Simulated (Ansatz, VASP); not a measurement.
# Co in two plane-wave programs

One calculation is typed for both programs; each brings its own data sets. How far apart do they land? The cell is taken from a series of runs on this material, whose earlier steps may have relaxed, scaled, displaced or heated it; both programs get it as it stands.

Program: Ansatz 0.2.0. Level of theory: plane waves, with VASP 6.6.1 beside it; single point at PBEsol. Results are calculated unless marked as measured.

## 1. The structure

Symmetry: P6_3/mmc, No. 194, hexagonal system. The conventional cell has a = 2.596 Å, b = 2.596 Å, c = 8.498 Å, α = 90.00°, β = 90.00°, γ = 120.00°. Co has 12 Co at 2.60 Å nearest. Co has 12 Co at 2.60 Å nearest.

## 2. Ansatz: single point, PBEsol

Ansatz runs on its PAW soft_1 files.

With cell and atoms fixed, the geometry can't cause a difference; cores, projectors, grids and the points listed under the comparison can.

input.yaml reads:

```yaml
crystal:
  lattice:
    - [2.59586268, 0.0, 0.0]
    - [-1.29793134, 2.24808303, 0.0]
    - [0.0, 0.0, 8.4984494]
  atoms:
    - { symbol: Co, position: [0.0, 0.0, 0.0], spin: 0.6 }
    - { symbol: Co, position: [0.33333333, 0.66666667, 0.25], spin: 0.6 }
    - { symbol: Co, position: [0.0, 0.0, 0.5], spin: 0.6 }
    - { symbol: Co, position: [0.66666667, 0.33333333, 0.75], spin: 0.6 }
magnetization:
  spin_polarized: true
kpoints:
  mp_grid: { grid: [19, 19, 5] }
hamiltonian:
  xc: pbesol
  pseudopotentials: { kind: paw, azcp: { folder: soft_1 }, xc_functional: pbe }
scf:
  occupations: { method: fermi_dirac, width: 0.1 }
  max_iter: 120
  convergence: { dr2_threshold: 1.0e-08 }
  lower_state_search: "off"
basis:
  ecutwfc: 420.0
output:
  stress: true
```

On the command line:

```sh
$ ansatz run input.yaml --threads 1 --pin off --max-ram 2048MiB --backend cpu --events-out ev --progress --plain --runs-dir out
```

Numbers of over 12 decimals in the logs are rounded to 6 here.

Output:

```text
Warning: output.stress: scf.convergence.dr2_threshold = 1e-8 eV is looser than the 4e-10 eV advised for a printed stress (1e-10 eV for each atom of the cell: 4). What an SCF threshold leaves in a stress goes as its square root, and in the free energy as the threshold itself, and one threshold admits the most on a small cell: [figures from the program's tests cut] Set scf.convergence.dr2_threshold to 4e-10 eV or tighter. The threshold is an SCF's pass mark: one that does not reach it within its budget of iterations ends unconverged, or closes short of it on a stop that the run arms, and scf.convergence.dr2_threshold's page says what that costs each kind of run
Engine: ansatz 0.2.0, aarch64-unknown-linux-gnu
Pseudopotentials: kind: paw
Pseudopotential: Co, paw, valence charge 17, recommended cutoff 420 eV (normal), soft_1/Co.paw.azcp
Functional definition: PBEsol
  exchange = pbesol_x
  correlation = pbesol_c
Crystal: 4 atoms, lattice volume = 49.595 Å³
Basis set: ecut = 420 eV, 995 PW (Γ)
Bands: 43, of which v1, the nominal top of the filled ones, is band 34 counted from 1 (33 counted from 0)
Symmetry: 24 space group operations
Space group: P63/mmc (ITA 194), of the structure as read, at distance tolerance 3.7e-5 Å
Magnetic group: BNS 194.263 (UNI 1493), of the structure as read, at distance tolerance 3.7e-5 Å
k-points: 120 of 1805
Non-local potential: Co, projectors of the file, l = 0: 3, l = 1: 2, l = 2: 3, l = 3: 1
PAW form: soft (Blöchl's): semilocal exchange-correlation on the pseudo side does not see the compensation charge
PAW frozen core: Co, regenerated for the run's functional, and the local potential with it (the file was generated under x = pbe(κ = 0.804, μ = 0.219515), c = pbe(β = 0.066725))
PAW one-centre angular grid: Co, 590 points (default); XC on 64 Gauss nodes
Initial density: superposition of atomic densities (chi_scale 0.1, normalization cell)
Starting moments: Σ|m| = 2.4 μB on 4 of 4 sites
Initial wavefunctions: pseudopotential atomic-orbital guess
Functional: x = pbesol(κ = 0.804, μ = 0.123457), c = pbesol(β = 0.046)
iter 1 solved again at ethr=2.87e-4 eV; its pass at ethr=3.10e-3 eV (dr2=1.95e-1 eV) is discarded
SCF iter   1: F=—  HF=-20370.197124 eV  |F-HF|=—  |Δ(HF+E_count)|=         —  Δρ=5.15e-2 (↑3.55e-2 ↓5.15e-2)  dr2=1.98e-1  dr2_m=8.31e-1  M=3.260 μB ∫|m|=3.312 μB  β_m=1.00  ethr=2.87e-4  ⟨swp⟩=1.0  Hψ=43464  notcnv=0
preconditioner: auto → Kerker (q_TF=auto, 2.876 Å⁻¹)  [metal: Δε(μ)=0.001 eV  Ē_g=5.958 eV  σ=0.100 eV  W_gap=0.00  n_scr=12 (ndim 8)  ℏωp=31.6 eV  f_vac=0.000  D(μ)=11.58/eV (n_scr^D=226)]
spin=Collinear: Kerker preconditioning applied to the charge; magnetization (m = ρ↑ − ρ↓) channel mixes plain (no charge-response kernel on spin).
SCF iter   2: F=—  HF=-20370.074486 eV  |F-HF|=—  |Δ(HF+E_count)|=   1.23e-1  Δρ=4.22e-2 (↑4.22e-2 ↓2.52e-2)  dr2=7.64e-2  dr2_m=4.95e-1  M=4.078 μB ∫|m|=4.228 μB  β_m=1.00  ethr=2.87e-4  ⟨swp⟩=2.4  Hψ=20592  notcnv=0
SCF iter   3: F=—  HF=-20370.080926 eV  |F-HF|=—  |Δ(HF+E_count)|=   6.44e-3  Δρ=3.84e-2 (↑3.84e-2 ↓2.23e-2)  dr2=8.45e-2  dr2_m=4.00e-1  M=4.841 μB ∫|m|=5.045 μB  β_m=1.00  ethr=1.12e-4  ⟨swp⟩=2.0  Hψ=16067  notcnv=0
SCF iter   4: F=—  HF=-20370.174615 eV  |F-HF|=—  |Δ(HF+E_count)|=   9.37e-2  Δρ=3.36e-2 (↑3.36e-2 ↓3.06e-2)  dr2=5.35e-1  dr2_m=3.26e-1  M=5.498 μB ∫|m|=5.751 μB  β_m=1.00  ethr=1.12e-4  ⟨swp⟩=2.3  Hψ=16103  notcnv=0
SCF iter   5: F=—  HF=-20370.304473 eV  |F-HF|=—  |Δ(HF+E_count)|=   1.30e-1  Δρ=1.97e-2 (↑1.96e-2 ↓1.97e-2)  dr2=6.32e-3  dr2_m=1.73e-1  M=5.960 μB ∫|m|=6.271 μB  β_m=1.00  ethr=1.12e-4  ⟨swp⟩=2.0  Hψ=16963  notcnv=0  defer=34
SCF iter   6: F=—  HF=-20370.486218 eV  |F-HF|=—  |Δ(HF+E_count)|=   1.82e-1  Δρ=1.35e-2 (↑1.35e-2 ↓1.19e-2)  dr2=2.81e-3  dr2_m=7.21e-2  M=6.248 μB ∫|m|=6.619 μB  β_m=1.00  ethr=9.29e-6  ⟨swp⟩=2.0  Hψ=18752  notcnv=0  defer=37
SCF iter   7: F=—  HF=-20370.687646 eV  |F-HF|=—  |Δ(HF+E_count)|=   2.01e-1  Δρ=1.02e-2 (↑6.87e-3 ↓1.02e-2)  dr2=3.90e-3  dr2_m=3.28e-2  M=6.429 μB ∫|m|=6.858 μB  β_m=1.00  ethr=4.13e-6  ⟨swp⟩=2.0  Hψ=19640  notcnv=0  defer=38
SCF iter   8: F=—  HF=-20370.851191 eV  |F-HF|=—  |Δ(HF+E_count)|=   1.64e-1  Δρ=7.39e-3 (↑4.71e-3 ↓7.39e-3)  dr2=2.77e-3  dr2_m=1.65e-2  M=6.551 μB ∫|m|=7.029 μB  β_m=0.30  ethr=4.13e-6  ⟨swp⟩=2.0  Hψ=19135  notcnv=0  defer=38
Mixer restart at iter 8: flushing history
spin-set hold released at iteration 8 (site moments contracting): the magnetisation degrees of freedom join the quasi-Newton model from the next iteration; the mixer history was flushed
[...]
SCF iter  10: F=—  HF=-20371.243527 eV  |F-HF|=—  |Δ(HF+E_count)|=   2.37e-1  Δρ=4.83e-2 (↑1.21e-2 ↓4.83e-2)  dr2=1.64e0  dr2_m=1.73e-1  M=6.839 μB ∫|m|=7.466 μB  β_m=0.25  ethr=4.07e-6  ⟨swp⟩=3.0  Hψ=23890  notcnv=0  defer=45  recentre
SCF iter  11: F=—  HF=-20371.171556 eV  |F-HF|=—  |Δ(HF+E_count)|=   7.20e-2  Δρ=9.80e-3 (↑7.19e-3 ↓9.80e-3)  dr2=2.20e-2  dr2_m=2.81e-2  M=6.790 μB ∫|m|=7.384 μB  β_m=0.45  ethr=4.07e-6  ⟨swp⟩=2.7  Hψ=22792  notcnv=0  defer=51
SCF iter  12: F=—  HF=-20371.193334 eV  |F-HF|=—  |Δ(HF+E_count)|=   2.18e-2  Δρ=8.68e-4 (↑8.38e-4 ↓8.68e-4)  dr2=1.35e-4  dr2_m=2.90e-4  M=6.889 μB ∫|m|=7.560 μB  β_m=0.65  ethr=4.07e-6  ⟨swp⟩=2.0  Hψ=19773  notcnv=0  defer=68
SCF iter  13: F=—  HF=-20371.193434 eV  |F-HF|=—  |Δ(HF+E_count)|=   9.91e-5  Δρ=2.18e-4 (↑2.18e-4 ↓1.35e-4)  dr2=1.58e-5  dr2_m=6.09e-6  M=6.892 μB ∫|m|=7.571 μB  β_m=0.83  ethr=1.98e-7  ⟨swp⟩=2.0  Hψ=14026  notcnv=0  defer=70
SCF iter  14: F=—  HF=-20371.193443 eV  |F-HF|=—  |Δ(HF+E_count)|=   9.40e-6  Δρ=2.17e-4 (↑1.34e-4 ↓2.17e-4)  dr2=3.34e-5  dr2_m=1.84e-6  M=6.892 μB ∫|m|=7.573 μB  β_m=0.62  ethr=2.32e-8  ⟨swp⟩=2.1  Hψ=18128  notcnv=0  defer=70
SCF iter  15: F=—  HF=-20371.193441 eV  |F-HF|=—  |Δ(HF+E_count)|=   1.63e-6  Δρ=8.93e-5 (↑1.24e-5 ↓8.93e-5)  dr2=4.29e-6  dr2_m=8.40e-7  M=6.892 μB ∫|m|=7.574 μB  β_m=0.81  ethr=2.32e-8  ⟨swp⟩=2.9  Hψ=20383  notcnv=0  defer=70
SCF iter  16: F=—  HF=-20371.193440 eV  |F-HF|=—  |Δ(HF+E_count)|=   1.07e-6  Δρ=5.70e-5 (↑7.70e-6 ↓5.70e-5)  dr2=1.85e-6  dr2_m=2.97e-7  M=6.892 μB ∫|m|=7.574 μB  β_m=0.91  ethr=6.31e-9  ⟨swp⟩=1.0  Hψ=10238  notcnv=0  defer=82
SCF iter  17: F=—  HF=-20371.193440 eV  |F-HF|=—  |Δ(HF+E_count)|=   5.00e-8  Δρ=1.14e-5 (↑2.04e-6 ↓1.14e-5)  dr2=7.70e-8  dr2_m=1.28e-8  M=6.892 μB ∫|m|=7.574 μB  β_m=0.95  ethr=2.72e-9  ⟨swp⟩=1.0  Hψ=10222  notcnv=0  defer=82
SCF iter  18: F=—  HF=-20371.193440 eV  |F-HF|=—  |Δ(HF+E_count)|=   6.12e-9  Δρ=1.48e-5 (↑3.43e-6 ↓1.48e-5)  dr2=1.49e-7  dr2_m=1.56e-8  M=6.892 μB ∫|m|=7.574 μB  β_m=0.95  ethr=1.13e-10  ⟨swp⟩=2.0  Hψ=12963  notcnv=0  defer=82
SCF iter  19: F=-20371.193440 eV  HF=-20371.193440 eV  |F-HF|=5.05e-9  |Δ(HF+E_count)|=   5.34e-9  Δρ=2.94e-6 (↑4.01e-7 ↓2.94e-6)  dr2=5.46e-9  dr2_m=7.47e-10  M=6.892 μB ∫|m|=7.574 μB  ethr=1.47e-11  ⟨swp⟩=3.2  Hψ=35289  notcnv=0
SCF 1 converged in 19 iterations: F = -20371.193440 eV  dr2 = 5.46e-9
  greatest PAW one-centre occupation: 1.001 electrons in one spin orbital (limit 2), on the Co atom at site 2 (counted from 0), in its partial waves of l = 1
SCF converged after 19 iterations
Magnetization: 6.8917 μB (37.4459 up, 30.5541 down)
Absolute magnetization: 7.5793 μB (∫|ρ↑−ρ↓|, with the PAW one-centre terms)
Spin contamination: 0.1333 ħ² per cell (⟨S²⟩ above its minimum at these occupations)
Per-site moments (μB) at R_I (Å): [(1.794306, 1.070793), (1.805623, 1.070793), (1.794306, 1.070793), (1.805623, 1.070793)]
Free energy (F): -20371.193440 eV
Harris-Foulkes:  -20371.193440 eV  (|F-HF|=5.05e-9)
Internal energy: -20371.045368 eV  (E = F + TS)
E sigma→0 (E₀):  -20371.119404 eV
Entropy (-TS):   -0.148072 eV (-37.018 meV/atom)
Fermi energy:    15.788891 eV
--- Per-component energies (eV) ---
  E_band       = -1161.592779
  E_kinetic    = 1156.643305
  E_local      = -11354.420068  (includes V_loc(G=0)·N_el)
  E_nonlocal   = 1741.297975
  E_hartree    = 4984.850164
  E_xc         = -361.544408
  E_vxc        = -466.803834  (∫ρ·V_xc dr)
  E_paw        = -6152.522697  (= ΣΔE_a)
  E_vpaw       = -2208.008944  (= ΣTr[D̂ρ^β])
  E_aug_tail   = -0.000082  (compensation charges beyond the density's cutoff)
  E_ewald      = -10386.103236
  E_core_change = 0.753678  (= ΣΔE_core)
  E_smearing   = -0.148072  (= −TS)
  E_closure    = 0.000000  (closes the sum)
  Σ components = -20371.193440   (vs F -20371.193440, Δ=0.00e0)
--- Stress (GPa, compression-positive) ---
      -27.623558       0.000000       0.000000
       -0.000000     -27.623558       0.000000
        0.000000       0.000000     -28.761580
  P = ⅓ Tr σ = -28.0029 GPa (-280.029 kbar)
```

The run ends at a pressure of -28.00 GPa.

## 3. VASP: single point, PBEsol

The same cell, functional, mesh and smearing now go to VASP, with its own data sets.

Lines of VASP's logs that name or quote its potential files are left out, and so is its time.

INCAR reads:

```
SYSTEM = Co
PREC = Accurate
ENCUT = 600
EDIFF = 1E-06
NELM = 200
ISMEAR = -1
SIGMA = 0.1
LREAL = .FALSE.
ALGO = Normal
GGA = PS
NBANDS = 31
ISPIN = 2
MAGMOM = 1.79 1.81 1.79 1.81
LASPH = .TRUE.
LMAXMIX = 4
LORBIT = 11
LWAVE = .FALSE.
LCHARG = .FALSE.
ISIF = 2
GGA_COMPAT = .FALSE.
```

POSCAR reads:

```
Co
1.0
    2.5958626800      0.0000000000      0.0000000000
   -1.2979313400      2.2480830300      0.0000000000
    0.0000000000      0.0000000000      8.4984494000
Co
4
Direct
    0.0000000000      0.0000000000      0.0000000000
    0.3333333333      0.6666666667      0.2500000000
    0.0000000000      0.0000000000      0.5000000000
    0.6666666667      0.3333333333      0.7500000000
```

KPOINTS reads:

```
Automatic mesh
0
Gamma
19 19 5
0 0 0
```

PAW data sets: Co (PBE family, release 64).

On the command line:

```sh
$ mpirun -np 1 vasp_std
```

Output:

```text
[banner, memory and clock lines left out]
running    1 mpi-ranks, on    1 nodes
 distrk:  each k-point on    1 cores,    1 groups
 distr:  one band on    1 cores,    1 groups

 POSCAR found type information on POSCAR Co
 POSCAR found :  1 types and       4 ions
|                                                                             |
|               ----> ADVICE to this user running VASP <----                  |
|                                                                             |
|     You enforced a specific xc type in the INCAR file but a different       |
|     [... a line on the potential file left out ...]
|     I HOPE YOU KNOW WHAT YOU ARE DOING!                                     |
|                                                                             |

 LDA part: xc-table for (Slater+PW92), standard interpolation
 POSCAR, INCAR and KPOINTS ok, starting setup
 FFT: planning ... GRIDC
 FFT: planning ... GRID_SOFT
 FFT: planning ... GRID
 WAVECAR not read
 entering main loop
       N       E                     dE             d eps       ncg     rms          rms(c)
DAV:   1     0.246569176804E+03    0.24657E+03   -0.16572E+04 14976   0.165E+03
DAV:   2    -0.192814086739E+02   -0.26585E+03   -0.24787E+03 14887   0.312E+02
DAV:   3    -0.350082730962E+02   -0.15727E+02   -0.14650E+02 16896   0.102E+02
DAV:   4    -0.352908923566E+02   -0.28262E+00   -0.28209E+00 18301   0.131E+01
DAV:   5    -0.353025068257E+02   -0.11614E-01   -0.11613E-01 20284   0.204E+00    0.202E+01
DAV:   6    -0.317242164425E+02    0.35783E+01   -0.35714E+01 16707   0.850E+01    0.135E+01
DAV:   7    -0.305735919520E+02    0.11506E+01   -0.71650E+00 17079   0.432E+01    0.125E+01
DAV:   8    -0.312927619789E+02   -0.71917E+00   -0.70792E+00 17489   0.518E+01    0.173E+01
DAV:   9    -0.301440618848E+02    0.11487E+01   -0.20612E+00 17882   0.281E+01    0.222E+00
DAV:  10    -0.301320600168E+02    0.12002E-01   -0.18050E-01 17246   0.437E+00    0.826E-01
DAV:  11    -0.301275564310E+02    0.45036E-02   -0.13229E-02 18821   0.105E+00    0.364E-01
DAV:  12    -0.301271004929E+02    0.45594E-03   -0.13192E-03 19095   0.351E-01    0.212E-01
DAV:  13    -0.301270503050E+02    0.50188E-04   -0.58240E-04 19294   0.426E-01    0.545E-02
DAV:  14    -0.301270508935E+02   -0.58850E-06   -0.98274E-05 22099   0.107E-01    0.614E-02
DAV:  15    -0.301270451359E+02    0.57576E-05   -0.28031E-05 16568   0.106E-01    0.241E-02
DAV:  16    -0.301270450068E+02    0.12910E-06   -0.12679E-05 14940   0.573E-02    0.159E-02
DAV:  17    -0.301270449112E+02    0.95618E-07   -0.28438E-06 10147   0.307E-02
   1 F= -.30127045E+02 E0= -.30051348E+02  d E =-.151393E+00  mag=     6.8507
```

Parts of OUTCAR (step 3):

```text
ion  position               nearest neighbor table
   1  0.000  0.000  0.000-   2 2.60   4 2.60   4 2.60   2 2.60   4 2.60   2 2.60
   2  0.333  0.667  0.250-   1 2.60   3 2.60   1 2.60   3 2.60   1 2.60   3 2.60
   3  0.000  0.000  0.500-   2 2.60   4 2.60   4 2.60   2 2.60   4 2.60   2 2.60
   4  0.667  0.333  0.750-   1 2.60   3 2.60   1 2.60   3 2.60   1 2.60   3 2.60

  LATTYP: Found a hexagonal cell.
 ALAT       =     2.5958626800
 C/A-ratio  =     3.2738439770

 Subroutine GETGRP returns: Found 24 space group operations
 (whereof 12 operations were pure point group operations)

The static configuration has the point symmetry D_3d.
 The point group associated with its full space group is D_6h.

 Found    120 irreducible k-points:

   k-points           NKPTS =    120   k-points in BZ     NKDIM =    120   number of bands    NBANDS=     31

   dimension x,y,z NGX =    24 NGY =   24 NGZ =   70
   dimension x,y,z NGXF=    48 NGYF=   48 NGZF=  140

   ENCUT  =  600.0 eV  44.10 Ry    6.64 a.u.   5.18  5.18 16.97*2*pi/ulx,y,z

   NELECT =      36.0000    total number of electrons

 k-points in reciprocal lattice and weights: Automatic mesh
   0.00000000  0.00000000  0.00000000       0.001
   0.05263158  0.00000000  0.00000000       0.003
   0.10526316  0.00000000  0.00000000       0.003
   0.15789474  0.00000000  0.00000000       0.003
   0.21052632  0.00000000  0.00000000       0.003
   0.26315789 -0.00000000  0.00000000       0.003
   0.31578947 -0.00000000  0.00000000       0.003
   0.36842105 -0.00000000  0.00000000       0.003
   0.42105263  0.00000000  0.00000000       0.003
[...]
0.36842105  0.26315789  0.40000000       0.007
   0.31578947  0.31578947  0.40000000       0.007

 average (electrostatic) potential at core
       1 -79.8774       2 -79.8887       3 -79.8774       4 -79.8887

 E-fermi :   8.3803

 spin component 1
 k-point     1 :       0.0000    0.0000    0.0000
  band No.  band energies     occupation
    ...
     20       7.0481      1.00000
     21       7.0481      1.00000
     22       7.3687      0.99996
     23       7.3687      0.99996
     24       8.1440      0.91403
     25      13.3718      0.00000
     26      21.5191      0.00000
     27      21.5223      0.00000
     28      29.0473      0.00000
     29      29.6431      0.00000
    ...

 k-point     2 :       0.0526    0.0000    0.0000
  band No.  band energies     occupation
    ...
     19       6.8601      1.00000
     20       7.0330      1.00000
     21       7.0442      1.00000
     22       7.0782      1.00000
     23       7.3733      0.99996
     24       8.5939      0.10570
     25      13.3908      0.00000
     26      21.5850      0.00000
     27      21.5888      0.00000
     28      28.1989      0.00000
    ...

 k-point     3 :       0.1053    0.0000    0.0000
  band No.  band energies     occupation
    ...
     19       6.8401      1.00000
     20       7.0348      1.00000
     21       7.0356      1.00000
     22       7.1677      0.99999
     23       7.3862      0.99995
     24       9.3696      0.00005
     25      13.4516      0.00000
     26      21.7798      0.00000
     27      21.7849      0.00000
     28      25.9520      0.00000
    ...

 k-point     4 :       0.1579    0.0000    0.0000
  band No.  band energies     occupation
    ...
     19       6.8603      1.00000
     20       7.0267      1.00000
     21       7.2189      0.99999
     22       7.3085      0.99998
     23       7.4047      0.99994
     24      10.2569      0.00000
     25      13.5656      0.00000
     26      22.0853      0.00000
     27      22.0877      0.00000
     28      23.6027      0.00000
    ...

 k-point     5 :       0.2105    0.0000    0.0000
  band No.  band energies     occupation
    ...
     19       6.8903      1.00000
     20       7.0343      1.00000
     21       7.4228      0.99993
     22       7.4254      0.99993
     23       7.4874      0.99987
     24      11.2285      0.00000
     25      13.7474      0.00000
     26      21.1972      0.00000
     27      22.3513      0.00000
     28      22.6253      0.00000
    ...

 k-point     6 :       0.2632   -0.0000    0.0000
  band No.  band energies     occupation
    ...
     19       6.9566      1.00000
     20       7.0806      1.00000
     21       7.4464      0.99991
     22       7.6432      0.99937
     23       7.7017      0.99887
     24      12.2722      0.00000
     25      14.0005      0.00000
     26      19.0539      0.00000
     27      20.9834      0.00000
     28      21.1346      0.00000
    ...

  Total       -8.5984269     -8.5984270     -8.9586200     -0.0000000     -0.0000000      0.0000000
  in kB     -277.7767114   -277.7767125   -289.4129385     -0.0000000     -0.0000000      0.0000000
  external PRESSURE =    -281.6554542 kB  Pullay stress =       0.0000000 kB

  energy-cutoff  :      600.00
  volume of cell :       49.59
      direct lattice vectors                 reciprocal lattice vectors
     2.595862680  0.000000000  0.000000000     0.385228390  0.222411714  0.000000000
    -1.297931340  2.248083030  0.000000000     0.000000000  0.444823428  0.000000000
     0.000000000  0.000000000  8.498449400     0.000000000  0.000000000  0.117668524

 POSITION                                       TOTAL-FORCE (eV/Angst)
 -----------------------------------------------------------------------------------
      0.00000      0.00000      0.00000         0.000000      0.000000      0.000000
     -0.00000      1.49872      2.12461         0.000000     -0.000000     -0.000000
      0.00000      0.00000      4.24922         0.000000      0.000000      0.000000
      1.29793      0.74936      6.37384        -0.000000      0.000000      0.000000
 -----------------------------------------------------------------------------------
    total drift:                               -0.000000      0.000000      0.000000

  FREE ENERGIE OF THE ION-ELECTRON SYSTEM (eV)
  ---------------------------------------------------
  free  energy   TOTEN  =       -30.1270449112 eV

  energy  without entropy=      -29.9756517998  energy(sigma->0) =      -30.05134836

 total charge
# of ion       s       p       d       tot
------------------------------------------
    1        0.440   0.420   7.182   8.042
    2        0.439   0.422   7.178   8.039
    3        0.440   0.420   7.182   8.042
    4        0.439   0.422   7.178   8.039
--------------------------------------------------
tot          1.759   1.683  28.721  32.162

 magnetization (x)
# of ion       s       p       d       tot
------------------------------------------
    1       -0.012  -0.044   1.801   1.744
    2       -0.012  -0.046   1.812   1.755
    3       -0.012  -0.044   1.801   1.744
    4       -0.012  -0.046   1.812   1.755
--------------------------------------------------
tot         -0.048  -0.180   7.225   6.998

[... 6 further parts left out ...]
```

The magnetic state follows from one typed start and may not be the lowest.

## 4. Comparison

Known differences besides the potentials themselves: VASP starts from the moments at which Ansatz ended; the data sets hold 68 valence electrons in Ansatz (on its PAW soft_1 files) and 36 in VASP; the cutoff is 420 eV in Ansatz and 600 eV in VASP; Ansatz makes its cores anew for this functional, VASP keeps those of its PBE data sets; site moments are counted in spheres of each program's own size. Total energies have different zeros and are not compared.

The two programs side by side:

```csv
quantity,Ansatz,VASP,difference
pressure (GPa),-28.00,-28.17,+0.16
total moment (μB),6.89,6.85,+0.04
moment on Co2 (μB),1.81,1.75,+0.05
moment on Co4 (μB),1.81,1.75,+0.05
moment on Co1 (μB),1.79,1.74,+0.05
moment on Co3 (μB),1.79,1.74,+0.05
```

## 5. Summary of results

```yaml
difference_in_total_moment_single_point_pbesol: 0.041 μB
```

The difference in total moment is 0.041 μB (single point, PBEsol). The data sets hold unlike numbers of valence electrons (68 in Ansatz and 36 in VASP), so part of the differences comes from the potentials. How closely two codes agree says nothing of how well the functional describes the real material.

[Lines on the potential files, build, host, timing and source positions are cut from VASP's logs without a mark.]

[Logs are printed without paths, hosts, clocks, repeated set-up lines and the standing remarks that a program may print on its own settings, such as how far it seeks lower states.]

[Hosts, paths, dates, database ids (printed as entryN), source tags and the programs' standing remarks are cut or masked in the printed files.]
